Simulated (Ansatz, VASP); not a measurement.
# Cross-check of CoO (zincblende prototype) between VASP and Ansatz

Wanted: the spread between two codes on one cell, functional and k mesh. The cell is invented: As first built, before any earlier steps moved the atoms (in the runner's words): zincblende prototype, lattice guessed from radii. It may not be a known or stable phase. The cell is taken from a series of runs on this material, whose earlier steps may have relaxed, scaled, displaced or heated it; both programs get it as it stands.

Program: Ansatz 0.2.0. Level of theory: plane waves, with VASP 6.6.1 beside it; single point at LDA, DFT+U. Results are calculated unless marked as measured.

### 1. The structure

Symmetry: F-43m, No. 216, cubic system. The conventional cell has a = 4.570 Å, b = 4.570 Å, c = 4.570 Å, α = 90.00°, β = 90.00°, γ = 90.00°. Nearest to Co lie 4 O at 1.98 Å. O has 4 Co at 1.98 Å nearest. As first built, before any earlier steps moved the atoms (in the runner's words): zincblende prototype, lattice guessed from radii. Farther neighbours and most contacts between anions are not listed.

Structure file:

```cif
data_structure
_symmetry_space_group_name_H-M 'P 1'
_symmetry_Int_Tables_number 1
_cell_length_a 3.2317
_cell_length_b 4.5703
_cell_length_c 5.5974
_cell_angle_alpha 114.095
_cell_angle_beta 106.779
_cell_angle_gamma 90.000
_cell_volume 71.60
loop_
_atom_site_label
_atom_site_type_symbol
_atom_site_fract_x
_atom_site_fract_y
_atom_site_fract_z
_atom_site_occupancy
Co1 Co 0.66667 0.66667 0.33333 1
Co2 Co 0.33333 0.33333 0.66667 1
Co3 Co 0.00000 0.00000 0.00000 1
O4 O 0.16667 0.41667 0.33333 1
O5 O 0.83333 0.08333 0.66667 1
O6 O 0.50000 0.75000 0.00000 1
```

### 2. Ansatz: single point, LDA, DFT+U, pair 1

Ansatz runs on its default PAW (the set named soft_2) files.

A single point gives forces, pressure and levels at one fixed geometry, so differences don't come from the geometry; what else differs is listed under the comparison.

File input.yaml:

```yaml
crystal:
  lattice:
    - [0.0, -2.285144763, -2.285144763]
    - [-4.570289526, 0.0, 0.0]
    - [2.285144763, 4.570289526, -2.285144763]
  atoms:
    - { symbol: Co, position: [0.666666667, 0.666666667, 0.333333333], spin: 3.0 }
    - { symbol: Co, position: [0.333333333, 0.333333333, 0.666666667], spin: 3.0 }
    - { symbol: Co, position: [0.0, 0.0, 0.0], spin: -3.0 }
    - { symbol: O, position: [0.166666667, 0.416666667, 0.333333333] }
    - { symbol: O, position: [0.833333333, 0.083333333, 0.666666667] }
    - { symbol: O, position: [0.5, 0.75, 0.0] }
magnetization:
  spin_polarized: true
kpoints:
  mp_grid: { grid: [9, 9, 9] }
hamiltonian:
  xc: lda
  hubbard:
    sites:
      - { species: Co, l: d, u_eff: 1.75 }
      - { site: 0, l: d, u_eff: 1.75, starting_ns: [{ spin: up, occupation_matrix: co1_major }, { spin: down, occupation_matrix: co1_minor }] }
      - { site: 1, l: d, u_eff: 1.75, starting_ns: [{ spin: up, occupation_matrix: co1_major }, { spin: down, occupation_matrix: co1_minor }] }
      - { site: 2, l: d, u_eff: 1.75, starting_ns: [{ spin: up, occupation_matrix: co1_minor }, { spin: down, occupation_matrix: co1_major }] }
    projectors: ortho-atomic
    occupation_matrices:
      co1_major:
        matrix:
          - [0.997, 0.0, 0.0, 0.0, 0.0]
          - [0.0, 0.986, 0.0, 0.0, 0.0]
          - [0.0, 0.0, 0.986, 0.0, 0.0]
          - [0.0, 0.0, 0.0, 0.997, 0.0]
          - [0.0, 0.0, 0.0, 0.0, 0.986]
      co1_minor:
        matrix:
          - [0.93, 0.0, 0.0, 0.0, 0.0]
          - [0.0, 0.212, 0.0, 0.0, 0.0]
          - [0.0, 0.0, 0.212, 0.0, 0.0]
          - [0.0, 0.0, 0.0, 0.93, 0.0]
          - [0.0, 0.0, 0.0, 0.0, 0.212]
scf:
  occupations: { method: fermi_dirac, width: 0.05 }
output:
  eigenvalues: true
```

On the command line:

```sh
$ ansatz run input.yaml --threads 4 --pin off --max-ram 8192MiB --backend cpu --events-out ev --progress --plain --runs-dir out
```

Numbers of over 12 decimals in the logs are rounded to 6 here.

The program printed:

```text
Engine: ansatz 0.2.0, aarch64-unknown-linux-gnu
Pseudopotentials: kind: paw
Pseudopotential: Co, paw, valence charge 17, recommended cutoff 420 eV (normal), Co.paw.azcp
Pseudopotential: O, paw, valence charge 6, recommended cutoff 420 eV (normal), O.paw.azcp
Functional definition: SPW92
  exchange = slater_x
  correlation = pw_c
Crystal: 6 atoms, lattice volume = 71.597 Å³
Basis set: ecut = 420 eV, 1391 PW (Γ)
Bands: 47, of which v1, the nominal top of the filled ones, is band 35 counted from 1 (34 counted from 0)
Symmetry: 4 space group operations
Space group: Imm2 (ITA 44), of the structure as read, at distance tolerance 4.2e-5 Å
Magnetic group: BNS 44.229 (UNI 327), of the structure as read, at distance tolerance 4.2e-5 Å
k-points: 125 of 729 (time reversal used)
Non-local potential: Co, projectors of the file, l = 0: 3, l = 1: 2, l = 2: 3, l = 3: 1
Non-local potential: O, projectors of the file, l = 0: 2, l = 1: 2, l = 2: 1
PAW form: soft (Blöchl's): semilocal exchange-correlation on the pseudo side does not see the compensation charge
PAW frozen core: Co, regenerated for the run's functional, and the local potential with it (the file was generated under x = pbe(κ = 0.804, μ = 0.219515), c = pbe(β = 0.066725))
PAW frozen core: O, regenerated for the run's functional, and the local potential with it (the file was generated under x = pbe(κ = 0.804, μ = 0.219515), c = pbe(β = 0.066725))
PAW one-centre angular grid: Co, 590 points (default); XC on 64 Gauss nodes
PAW one-centre angular grid: O, 110 points (default); XC on 64 Gauss nodes
Initial density: superposition of atomic densities (chi_scale 0.1, normalization cell, long waves kept (reshape's long-wave potential 0.00 eV rms))
Starting moments: Σ|m| = 9 μB on 3 of 6 sites
Initial wavefunctions: pseudopotential atomic-orbital guess
Functional: x = slater, c = lda
SCF iter   1: F=—  HF=-16853.932884 eV  |F-HF|=—  |Δ(HF+E_count)|=         —  Δρ=2.35e-1 (↑1.73e-1 ↓2.35e-1)  dr2=6.70e1  dr2_m=9.00e0  M=2.063 μB ∫|m|=5.034 μB  β_m=0.30  ethr=3.10e-3  ⟨swp⟩=5.6  Hψ=40282  notcnv=0  defer=14
preconditioner: auto → Kerker (q_TF=auto, 2.712 Å⁻¹)  [metal: Δε(μ)=0.003 eV  Ē_g=11.766 eV  σ=0.050 eV  W_gap=0.01  n_scr=28 (ndim 8)  ℏωp=29.4 eV  f_vac=0.000  D(μ)=4.62/eV (n_scr^D=38)]
spin=Collinear: Kerker preconditioning applied to the charge; magnetization (m = ρ↑ − ρ↓) channel mixes plain (no charge-response kernel on spin).
SCF iter   2: F=—  HF=-16847.575362 eV  |F-HF|=—  |Δ(HF+E_count)|=    6.36e0  Δρ=6.91e-2 (↑5.47e-2 ↓6.91e-2)  dr2=3.20e0  dr2_m=6.99e-1  M=2.997 μB ∫|m|=7.819 μB  β_m=1.00  ethr=3.10e-3  ⟨swp⟩=3.0  Hψ=26401  notcnv=0  defer=991
preconditioner: auto → Resta (q_TF=auto, 2.712 Å⁻¹)  ε∞=7.6  [insulator: Δε(μ)=0.307 eV  Ē_g=11.459 eV  σ=0.050 eV  W_gap=0.85  n_scr=28 (ndim 8)  ℏωp=29.4 eV  f_vac=0.000  D(μ)=0.06/eV (n_scr^D=0)  ε∞_Penn≈7.6]
spin=Collinear: Resta preconditioning applied to the charge; magnetization (m = ρ↑ − ρ↓) channel mixes plain (no charge-response kernel on spin).
SCF iter   3: F=—  HF=-16847.182153 eV  |F-HF|=—  |Δ(HF+E_count)|=   3.93e-1  Δρ=3.12e-2 (↑3.12e-2 ↓2.97e-2)  dr2=1.07e0  dr2_m=6.32e-3  M=2.998 μB ∫|m|=7.770 μB  β_m=0.30  ethr=3.10e-3  ⟨swp⟩=2.5  Hψ=19742  notcnv=0  defer=959
SCF iter   4: F=—  HF=-16847.280391 eV  |F-HF|=—  |Δ(HF+E_count)|=   9.82e-2  Δρ=1.99e-2 (↑1.49e-2 ↓1.99e-2)  dr2=5.42e-1  dr2_m=2.03e-2  M=2.989 μB ∫|m|=7.621 μB  β_m=0.30  ethr=1.55e-3  ⟨swp⟩=3.0  Hψ=22979  notcnv=0  defer=958
Mixer restart at iter 4: flushing history
spin-set hold released at iteration 4 (site moments contracting): the magnetisation degrees of freedom join the quasi-Newton model from the next iteration; the mixer history was flushed
SCF iter   5: F=—  HF=-16847.231687 eV  |F-HF|=—  |Δ(HF+E_count)|=   4.87e-2  Δρ=7.67e-3 (↑6.16e-3 ↓7.67e-3)  dr2=6.36e-2  dr2_m=2.30e-3  M=2.998 μB ∫|m|=7.752 μB  β_m=0.35  ethr=7.85e-4  ⟨swp⟩=2.3  Hψ=18833  notcnv=0  defer=1026
SCF iter   6: F=—  HF=-16847.285175 eV  |F-HF|=—  |Δ(HF+E_count)|=   5.35e-2  Δρ=5.05e-3 (↑4.04e-3 ↓5.05e-3)  dr2=3.12e-2  dr2_m=1.43e-3  M=2.999 μB ∫|m|=7.764 μB  β_m=0.68  ethr=9.22e-5  ⟨swp⟩=2.0  Hψ=12373  notcnv=0  defer=1027
SCF iter   7: F=—  HF=-16847.327516 eV  |F-HF|=—  |Δ(HF+E_count)|=   4.23e-2  Δρ=1.39e-3 (↑1.17e-3 ↓1.39e-3)  dr2=2.02e-3  dr2_m=1.48e-4  M=3.000 μB ∫|m|=7.782 μB  β_m=0.66  ethr=4.52e-5  ⟨swp⟩=2.0  Hψ=21025  notcnv=0  defer=1027
SCF iter   8: F=—  HF=-16847.327692 eV  |F-HF|=—  |Δ(HF+E_count)|=   1.76e-4  Δρ=9.32e-4 (↑5.85e-4 ↓9.32e-4)  dr2=7.95e-4  dr2_m=7.55e-5  M=3.000 μB ∫|m|=7.782 μB  β_m=0.83  ethr=2.92e-6  ⟨swp⟩=2.0  Hψ=19630  notcnv=0  defer=1027
SCF iter   9: F=—  HF=-16847.328236 eV  |F-HF|=—  |Δ(HF+E_count)|=   5.44e-4  Δρ=6.32e-4 (↑6.00e-4 ↓6.32e-4)  dr2=5.49e-4  dr2_m=3.31e-5  M=3.000 μB ∫|m|=7.780 μB  β_m=0.80  ethr=1.15e-6  ⟨swp⟩=2.1  Hψ=14000  notcnv=0  defer=1027
SCF iter  10: F=—  HF=-16847.328443 eV  |F-HF|=—  |Δ(HF+E_count)|=   2.07e-4  Δρ=6.90e-4 (↑6.10e-4 ↓6.90e-4)  dr2=7.56e-4  dr2_m=2.04e-5  M=3.000 μB ∫|m|=7.784 μB  β_m=0.63  ethr=7.95e-7  ⟨swp⟩=2.0  Hψ=19460  notcnv=0  defer=1027
SCF iter  11: F=—  HF=-16847.328413 eV  |F-HF|=—  |Δ(HF+E_count)|=   3.05e-5  Δρ=3.07e-4 (↑2.54e-4 ↓3.07e-4)  dr2=1.19e-4  dr2_m=6.35e-6  M=3.000 μB ∫|m|=7.784 μB  β_m=0.82  ethr=7.95e-7  ⟨swp⟩=1.9  Hψ=11493  notcnv=0  defer=1027
SCF iter  12: F=—  HF=-16847.328451 eV  |F-HF|=—  |Δ(HF+E_count)|=   3.81e-5  Δρ=1.04e-4 (↑7.04e-5 ↓1.04e-4)  dr2=1.44e-5  dr2_m=8.15e-7  M=3.000 μB ∫|m|=7.782 μB  β_m=0.83  ethr=1.72e-7  ⟨swp⟩=2.3  Hψ=14782  notcnv=0  defer=1027
SCF iter  13: F=—  HF=-16847.328470 eV  |F-HF|=—  |Δ(HF+E_count)|=   1.90e-5  Δρ=9.79e-5 (↑8.26e-5 ↓9.79e-5)  dr2=1.78e-5  dr2_m=2.91e-7  M=3.000 μB ∫|m|=7.782 μB  β_m=0.67  ethr=2.09e-8  ⟨swp⟩=2.0  Hψ=16480  notcnv=0  defer=1027
SCF iter  14: F=—  HF=-16847.328468 eV  |F-HF|=—  |Δ(HF+E_count)|=   1.99e-6  Δρ=2.26e-5 (↑1.81e-5 ↓2.26e-5)  dr2=6.78e-7  dr2_m=5.43e-8  M=3.000 μB ∫|m|=7.782 μB  β_m=0.76  ethr=2.09e-8  ⟨swp⟩=2.0  Hψ=15869  notcnv=0  defer=1027
SCF iter  15: F=—  HF=-16847.328468 eV  |F-HF|=—  |Δ(HF+E_count)|=   3.69e-7  Δρ=1.05e-5 (↑1.05e-5 ↓6.28e-6)  dr2=1.35e-7  dr2_m=1.02e-8  M=3.000 μB ∫|m|=7.782 μB  β_m=0.88  ethr=9.83e-10  ⟨swp⟩=2.3  Hψ=19284  notcnv=0  defer=1027
SCF iter  16: F=-16847.328468 eV  HF=-16847.328468 eV  |F-HF|=7.76e-9  |Δ(HF+E_count)|=   7.10e-9  Δρ=3.44e-6 (↑3.44e-6 ↓1.64e-6)  dr2=9.85e-9  dr2_m=1.47e-9  M=3.000 μB ∫|m|=7.782 μB  ethr=1.45e-10  ⟨swp⟩=8.1  Hψ=33572  notcnv=0
SCF 1 converged in 16 iterations: F = -16847.328468 eV  dr2 = 9.85e-9
  greatest PAW one-centre occupation: 1.004 electrons in one spin orbital (limit 2), on the Co atom at site 1 (counted from 0), in its partial waves of l = 1
SCF converged after 16 iterations
Magnetization: 2.9996 μB (35.9998 up, 33.0002 down)
Absolute magnetization: 7.7811 μB (∫|ρ↑−ρ↓|, with the PAW one-centre terms)
Spin contamination: 2.5595 ħ² per cell (⟨S²⟩ above its minimum at these occupations)
Per-site moments (μB) at R_I (Å): [(2.272868, 0.816335), (2.272868, 0.816335), (-2.137703, 0.816335), (0.144775, 0.816335), (0.144775, 0.816335), (0.010850, 0.816335)]
Free energy (F): -16847.328468 eV
Harris-Foulkes:  -16847.328468 eV  (|F-HF|=7.76e-9)
Internal energy: -16847.328174 eV  (E = F + TS)
E sigma→0 (E₀):  -16847.328321 eV
Entropy (-TS):   -0.000294 eV (-0.049 meV/atom)
Fermi energy:    10.048288 eV
--- Per-component energies (eV) ---
  E_band       = -1174.024471
  E_kinetic    = 1848.904197
  E_local      = -11814.848618  (includes V_loc(G=0)·N_el)
  E_nonlocal   = 1556.437490
  E_hartree    = 4854.956449
  E_xc         = -675.325649
  E_vxc        = -873.909389  (∫ρ·V_xc dr)
  E_hubbard    = 1.651819  (on-site DFT+U / exact-exchange correction)
  E_vhub       = -16.274913  (the Hubbard potential's part of the band-sum identity)
  E_paw        = -4805.287506  (= ΣΔE_a)
  E_vpaw       = -1584.251343  (= ΣTr[D̂ρ^β])
  E_aug_tail   = 0.007991  (compensation charges beyond the density's cutoff)
  E_ewald      = -7815.369862
  E_core_change = 1.545516  (= ΣΔE_core)
  E_smearing   = -0.000294  (= −TS)
  E_closure    = 0.000000  (closes the sum)
  Σ components = -16847.328468   (vs F -16847.328468, Δ=0.00e0)
--- Specified on-site occupations, and those of the state reported ---
  electrons in the specified blocks: 22.3440 specified, 22.3755 found
  site 0 (l=d) ↓: largest change of an orbital's occupation 0.0815; electrons 2.4960 specified, 2.5208 found; spectral distance 0.0465
  site 1 (l=d) ↓: largest change of an orbital's occupation 0.0815; electrons 2.4960 specified, 2.5208 found; spectral distance 0.0465
  site 2 (l=d) ↑: largest change of an orbital's occupation 0.0603; electrons 2.4960 specified, 2.5866 found; spectral distance 0.0783
  site 2 (l=d) ↓: largest change of an orbital's occupation 0.0248; electrons 4.9520 specified, 4.8824 found; spectral distance 0.0345
  site 1 (l=d) ↑: largest change of an orbital's occupation 0.0081; electrons 4.9520 specified, 4.9325 found; spectral distance 0.0099
  site 0 (l=d) ↑: largest change of an orbital's occupation 0.0081; electrons 4.9520 specified, 4.9325 found; spectral distance 0.0099
--- Band table (eV; the first three rows and the last of 250) ---
  k-point 0 ↑: bands = [... 31 lower, 8.5297, 8.7666, 9.2091, 9.3383, 9.3403, 10.1021, 11.5104, 11.6148, ... 8 higher]
  k-point 1 ↑: bands = [... 31 lower, 8.5584, 8.6969, 9.1115, 9.2187, 9.5493, 10.2843, 11.4808, 11.6093, ... 8 higher]
  k-point 2 ↑: bands = [... 31 lower, 8.5336, 8.6655, 8.8822, 9.2126, 9.7253, 10.7175, 11.4056, 11.6300, ... 8 higher]
  k-point 124 ↓: bands = [... 31 lower, 9.3800, 9.5112, 10.4192, 10.4860, 11.1043, 11.4418, 11.6675, 11.6994, ... 8 higher]
Occupation matrices written to <dir>
```

Reading the cycles: dr2 is the Hartree energy of the density residual (eV), the measure of convergence; HF is the Harris–Foulkes estimate of the energy, which meets the free energy F at convergence.

[end of part 1 of 3]

[Lines on the potential files, build, host, timing and source positions are cut from VASP's logs without a mark.]

[Logs are printed without paths, hosts, clocks, repeated set-up lines and the standing remarks that a program may print on its own settings, such as how far it seeks lower states.]

[Hosts, paths, dates, database ids (printed as entryN), source tags and the programs' standing remarks are cut or masked in the printed files.]
